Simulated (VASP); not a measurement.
Here is the system:

```
CELL_PARAMETERS angstrom
      0.00000     3.33264     3.33264
      3.33264     0.00000     3.33264
      3.33264     3.33264     0.00000
ATOMIC_POSITIONS crystal
  In 0.00000 0.00000 0.00000
  Sb 0.25000 0.25000 0.25000
```

Calculation: PBE GGA with D4 dispersion, VASP's PBE PAW potentials (set 64) (plane waves; VASP 6.6.1). Settings: 520 eV cut-off, 10×10×10 Γ-centred mesh, first-order Methfessel-Paxton smearing of 0.10 eV, potentials In_d Sb.

Task: Give the stress tensor in GPa (positive for a compressed cell).

Result: 
```
-2.11   0.00   0.00
 0.00  -2.11   0.00
 0.00   0.00  -2.11
```
The pressure is its mean diagonal, -2.11 GPa.

The compound is InSb in the zinc blende structure. This cell is one point of a volume scan, at 1.06 of the reference volume.
